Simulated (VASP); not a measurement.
Given:

```xyz
3
Lattice="0.0000 2.7581 2.7581 2.7581 0.0000 2.7581 2.7581 2.7581 0.0000" Properties=species:S:1:pos:R:3 pbc="T T T"
Ca     0.0000     0.0000     0.0000
F      1.3790     1.3790     1.3790
F      4.1371     4.1371     4.1371
```

Calculation: PBE GGA, VASP's PBE PAW potentials (set 64) (plane waves; VASP). Run with 620 eV cut-off, 7×7×7 Γ-centred mesh, Gaussian smearing of 0.050 eV, potentials Ca_sv F.

Energy and stress use the plane-wave basis of the starting cell.

### Question
The ions, cell shape and volume at an external pressure of 5.0 GPa are relaxed. What does this cell relax into?

### Answer

```xyz
3
Lattice="0.0000 2.7048 2.7048 2.7048 0.0000 2.7048 2.7048 2.7048 0.0000" Properties=species:S:1:pos:R:3 pbc="T T T"
Ca     0.0000     0.0000     0.0000
F      1.3524     1.3524     1.3524
F      4.0572     4.0572     4.0572
```
Space group Fm-3m (225), at a tolerance of 0.03 Å.

### Question
How do energy and volume change from the first to the last step?

### Answer
The energy (σ→0) changes by +11.3 meV/atom and the volume by -5.7 %, in 3 ionic steps.

The compound is CaF2 in the fluorite structure. This run relaxes it under an external pressure of 5 GPa. Symmetry was kept, so distortions that lower it aren't found.
